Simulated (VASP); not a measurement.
Method: PBE GGA, VASP's PBE PAW potentials (set 64) (plane waves; VASP).

Input for VASP

File KPOINTS:
```
Automatic mesh
0
Gamma
9 9 9
0 0 0
```

**POSCAR**
```
BP
1.0
  0.0000000000   2.2700000000   2.2700000000
  2.2700000000   0.0000000000   2.2700000000
  2.2700000000   2.2700000000   0.0000000000
B P
1 1
Direct
  0.0000000000   0.0000000000   0.0000000000
  0.2500000000   0.2500000000   0.2500000000
```

**INCAR**
```
# general
SYSTEM = BP
PREC   = Accurate
ENCUT  = 520
LREAL  = .FALSE.
LASPH  = .TRUE.

# electronic loop
EDIFF  = 1E-6
NELM   = 100
ALGO   = Normal

# smearing
ISMEAR = 0
SIGMA  = 0.05

# functional
GGA    = PE

# ions
IBRION = 2
NSW    = 60
ISIF   = 3
EDIFFG = -0.01

# output
LWAVE  = .FALSE.
LCHARG = .FALSE.
```

POTCAR, in this order: B P (PBE.64 set). Program: vasp_std.

Output

### OUTCAR
```
 ion  position               nearest neighbor table
   1  0.000  0.000  0.000-   2 1.97   2 1.97   2 1.97   2 1.97
   2  0.250  0.250  0.250-   1 1.97   1 1.97   1 1.97   1 1.97
  LATTYP: Found a face centered cubic cell.
 ALAT       =     4.5400000000
 Subroutine PRICEL returns:
 Original cell was already a primitive cell.
 Subroutine GETGRP returns: Found 24 space group operations
The static configuration has the point symmetry T_d .
The dynamic configuration has the point symmetry T_d .
 Subroutine INISYM returns: Found 24 space group operations
 Subroutine IBZKPT returns following result:
 Found     35 irreducible k-points:

 Following reciprocal coordinates:
            Coordinates               Weight
  0.000000  0.000000  0.000000      1.000000
  0.111111  0.000000  0.000000      8.000000
  0.222222  0.000000  0.000000      8.000000
  0.333333  0.000000  0.000000      8.000000
  0.444444  0.000000  0.000000      8.000000
  0.111111  0.111111  0.000000      6.000000
  0.222222  0.111111  0.000000     24.000000
  0.333333  0.111111  0.000000     24.000000
  0.444444  0.111111  0.000000     24.000000
 -0.444444  0.111111  0.000000     24.000000
 -0.333333  0.111111  0.000000     24.000000
 -0.222222  0.111111  0.000000     24.000000
 -0.111111  0.111111  0.000000     12.000000
  0.222222  0.222222  0.000000      6.000000
  0.333333  0.222222  0.000000     24.000000
  0.444444  0.222222  0.000000     24.000000
 -0.444444  0.222222  0.000000     24.000000
 -0.333333  0.222222  0.000000     24.000000
 -0.222222  0.222222  0.000000     12.000000
  0.333333  0.333333  0.000000      6.000000
  0.444444  0.333333  0.000000     24.000000
 -0.444444  0.333333  0.000000     24.000000
 -0.333333  0.333333  0.000000     12.000000
  0.444444  0.444444  0.000000      6.000000
 -0.444444  0.444444  0.000000     12.000000
  0.333333  0.222222  0.111111     24.000000
  0.444444  0.222222  0.111111     48.000000
 -0.444444  0.222222  0.111111     48.000000
  0.444444  0.333333  0.111111     24.000000
 -0.444444  0.333333  0.111111     48.000000
 -0.333333  0.333333  0.111111     48.000000
 -0.222222  0.333333  0.111111     24.000000
 -0.444444  0.444444  0.111111     24.000000
 -0.333333  0.444444  0.111111     24.000000
 -0.333333  0.444444  0.222222     24.000000
   k-points           NKPTS =     35   k-points in BZ     NKDIM =     35   number of bands    NBANDS=      8
   number of dos      NEDOS =    301   number of ions     NIONS =      2
   total plane-waves  NPLWV =  13824
   dimension x,y,z NGX =    24 NGY =   24 NGZ =   24
   dimension x,y,z NGXF=    48 NGYF=   48 NGZF=   48
   ions per type =               1   1
   PREC   = accura    normal or accurate (medium, high low for compatibility)
   ISTART =      0    job   : 0-new  1-cont  2-samecut
   ICHARG =      2    charge: 1-file 2-atom 10-const
   ISPIN  =      1    spin polarized calculation?
   LNONCOLLINEAR =      F non collinear calculations
   LSORBIT =      F    spin-orbit coupling
   INIWAV =      1    electr: 0-lowe 1-rand  2-diag
   ENCUT  =  520.0 eV  38.22 Ry    6.18 a.u.   5.97  5.97  5.97*2*pi/ulx,y,z
   NELM   =    100;   NELMIN=  2; NELMDL= -5     # of ELM steps
   EDIFF  = 0.1E-05   stopping-criterion for ELM
   LREAL  =      F    real-space projection
   NLSPLINE    = F    spline interpolate recip. space projectors
   LMAXMIX     =    2 max onsite mixed and CHGCAR
   VOSKOWN=      0    Vosko Wilk Nusair interpolation
   EDIFFG = -.1E-01   stopping-criterion for IOM
   NSW    =     60    number of steps for IOM
   NBLOCK =      1;   KBLOCK =     60    inner block; outer block
   IBRION =      2    ionic relax: 0-MD 1-quasi-New 2-CG
...
```

OSZICAR:
```
       N       E                     dE             d eps       ncg     rms          rms(c)
DAV:   1     0.913060715297E+01    0.91306E+01   -0.39977E+03   560   0.891E+02
DAV:   2    -0.133627217286E+02   -0.22493E+02   -0.21221E+02   808   0.109E+02
DAV:   3    -0.136345539393E+02   -0.27183E+00   -0.27183E+00   720   0.155E+01
DAV:   4    -0.136350935595E+02   -0.53962E-03   -0.53962E-03   856   0.691E-01
DAV:   5    -0.136350937911E+02   -0.23162E-06   -0.23160E-06   720   0.123E-02    0.719E+00
DAV:   6    -0.130281644564E+02    0.60693E+00   -0.16342E+00   608   0.700E+00    0.393E+00
DAV:   7    -0.129377448945E+02    0.90420E-01   -0.25794E-01   848   0.310E+00    0.130E+00
DAV:   8    -0.129296404685E+02    0.81044E-02   -0.28323E-02   600   0.116E+00    0.215E-01
DAV:   9    -0.129299484908E+02   -0.30802E-03   -0.50013E-04   792   0.206E-01    0.121E-01
DAV:  10    -0.129301454288E+02   -0.19694E-03   -0.29059E-04   632   0.135E-01    0.267E-02
DAV:  11    -0.129301558685E+02   -0.10440E-04   -0.13296E-05   792   0.317E-02    0.316E-02
DAV:  12    -0.129301566095E+02   -0.74099E-06   -0.31087E-06   568   0.116E-02
   1 F= -.12930157E+02 E0= -.12930157E+02  d E =-.129302E+02
       N       E                     dE             d eps       ncg     rms          rms(c)
DAV:   1    -0.129307199629E+02   -0.56409E-03   -0.15201E-02   624   0.973E-01    0.149E-01
DAV:   2    -0.129303660395E+02    0.35392E-03   -0.75421E-04   736   0.174E-01    0.779E-02
DAV:   3    -0.129302675211E+02    0.98518E-04   -0.19718E-04   648   0.810E-02    0.219E-02
DAV:   4    -0.129302579915E+02    0.95296E-05   -0.85823E-06   720   0.216E-02    0.171E-02
DAV:   5    -0.129302553093E+02    0.26821E-05   -0.20566E-06   496   0.104E-02    0.767E-03
DAV:   6    -0.129302550090E+02    0.30031E-06   -0.96391E-08   280   0.288E-03
   2 F= -.12930255E+02 E0= -.12930255E+02  d E =-.983996E-04
       N       E                     dE             d eps       ncg     rms          rms(c)
DAV:   1    -0.129304416627E+02   -0.18635E-03   -0.26994E-03   624   0.411E-01    0.641E-02
DAV:   2    -0.129303786810E+02    0.62982E-04   -0.13407E-04   736   0.732E-02    0.337E-02
DAV:   3    -0.129303627985E+02    0.15883E-04   -0.35226E-05   648   0.342E-02    0.915E-03
DAV:   4    -0.129303622121E+02    0.58644E-06   -0.14732E-06   456   0.906E-03
   3 F= -.12930362E+02 E0= -.12930362E+02  d E =-.205603E-03
```

OUTCAR:
```
------------------------ aborting loop because EDIFF is reached ----------------------------------------
  FORCE on cell =-STRESS in cart. coord.  units (eV):
  Direction    XX          YY          ZZ          XY          YZ          ZX
  --------------------------------------------------------------------------------------
  Total       -0.0012456     -0.0012456     -0.0012456      0.0000000     -0.0000000      0.0000000
  in kB       -0.0849540     -0.0849540     -0.0849540      0.0000000     -0.0000000      0.0000000
  external PRESSURE =      -0.0849540 kB  Pullay stress =       0.0000000 kB
  volume of cell :       23.49
      direct lattice vectors                 reciprocal lattice vectors
     0.000000000  2.273146061  2.273146061    -0.219959469  0.219959469  0.219959469
     2.273146061  0.000000000  2.273146061     0.219959469 -0.219959469  0.219959469
     2.273146061  2.273146061  0.000000000     0.219959469  0.219959469 -0.219959469
  FREE ENERGIE OF THE ION-ELECTRON SYSTEM (eV)
  ---------------------------------------------------
  free  energy   TOTEN  =       -12.9303622121 eV

  energy  without entropy=      -12.9303622121  energy(sigma->0) =      -12.93036221

 reached required accuracy - stopping structural energy minimisation
```
(Selected blocks of OUTCAR.)

File CONTCAR:
```
BP
   1.00000000000000
     0.0000000000000000    2.2731460607762846    2.2731460607762846
     2.2731460607762846    0.0000000000000000    2.2731460607762846
     2.2731460607762846    2.2731460607762846    0.0000000000000000
  B               P
     1     1
Direct
     0.0000000000000000    0.0000000000000000    0.0000000000000000
     0.2500000000000000    0.2500000000000000    0.2500000000000000
```

The compound is BP in the zinc blende structure. This run relaxes it. Symmetry was kept, so distortions that lower it aren't found.
